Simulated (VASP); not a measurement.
A run of VASP 6.6.1 is set up as follows.

INCAR

```
SYSTEM = Au3SI
  ALGO = Normal
  EDIFF = 1E-6
  ENCUT = 520
  GGA = PS
  ISIF = 2
  ISMEAR = 0
  LASPH = .TRUE.
  LCHARG = .FALSE.
  LREAL = .FALSE.
  LWAVE = .FALSE.
  NBANDS = 31
  NELM = 100
  PREC = Accurate
  SIGMA = 0.05
```

KPOINTS

```
k-points
0
G
  4 4 4
  0 0 0
```

POSCAR

```
Au3SI
1.0
    6.4858409385      0.0000000000      0.0000000000
    0.0000000000      6.4858409385      0.0000000000
    0.0000000000      0.0000000000      6.4858409385
S I Au
1 1 3
Direct
    0.0000000000      0.0000000000      0.0000000000
    0.5000000000      0.5000000000      0.5000000000
    0.5000000000      0.5000000000      0.0000000000
    0.5000000000      0.0000000000      0.5000000000
    0.0000000000      0.5000000000      0.5000000000
```

Potentials or basis: VASP PAW PBE potentials, release 64 (S, I, Au).

Launch:

```console
$ cat potpaw_PBE.64/S/POTCAR potpaw_PBE.64/I/POTCAR potpaw_PBE.64/Au/POTCAR > POTCAR
$ mpirun -np 1 vasp_std > vasp.out
```

(1) Predict the pressure.

(2) Predict the band gap on the k mesh.

Results:

(1) -4.8 GPa.

(2) none (metal or under the smearing width).

Caveat: the PAW data sets were made with another functional, which shifts forces and pressure a little.
